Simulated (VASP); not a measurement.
These are PBEsol GGA, VASP's PBE PAW potentials (set 64) (plane waves; VASP) values and carry that method's errors.

The input files of a VASP run:

INCAR:
```
SYSTEM = Fe(110) slab
PREC = Normal; ENCUT = 400; LREAL = .FALSE.
LASPH = .TRUE.
EDIFF = 1E-6; NELM = 100; NELMIN = 4
ALGO = Normal; LMAXMIX = 4
ISMEAR = 1; SIGMA = 0.1
GGA = PS
ISPIN = 2; MAGMOM = 5*2.5
LWAVE = .FALSE.; LCHARG = .FALSE.; LORBIT = 11
LVHAR = .TRUE.
DIPOL = 0.5 0.5 0.5
LDIPOL = .TRUE.; IDIPOL = 3
```

File POSCAR:
```
Fe(110) slab
1.0
  2.4123447832   0.0000000000   0.0000000000
 -0.8041152513   2.2743802079   0.0000000000
  0.0000000000   0.0000000000  24.4069047233
Fe
5
Direct
  0.5000000000   0.5000000000   0.3393100805
  1.0000000000   0.0000000000   0.4194113611
  0.5000000000   0.5000000000   0.5000000000
  0.0000000000   0.0000000000   0.5805886389
  0.5000000000   0.5000000000   0.6606899195
```

### KPOINTS
```
K-points
0
G
  12 12 1
```

POTCAR, in this order: Fe (PBE.64 set). Program: vasp_std. Read from the step before: WAVECAR.

### Question
Estimate the energy per atom (σ→0), cell moment, band gap (on the k-mesh).

### Answer

| Quantity | Result |
|---|---|
| energy per atom (σ→0) | -8.523 eV/atom |
| cell moment | 11.17 μB |
| band gap (on the k-mesh) | none (metal, semimetal or under 0.01 eV) |

### OSZICAR
```
       N       E                     dE             d eps       ncg     rms          rms(c)
DAV:   1    -0.426156523687E+02   -0.42616E+02   -0.63368E-06  4402   0.509E-02    0.193E-02
DAV:   2    -0.426157436354E+02   -0.91267E-04   -0.24723E-04  8218   0.359E-01    0.124E-01
DAV:   3    -0.426156492353E+02    0.94400E-04   -0.18391E-04  8304   0.309E-01    0.201E-02
DAV:   4    -0.426156494115E+02   -0.17620E-06   -0.93770E-06  6706   0.571E-02
   1 F= -.42615649E+02 E0= -.42614901E+02  d E =-.224603E-02  mag=    11.1732
```

The cell is a thin slab with vacuum, built from Fe (bcc): (110) face.
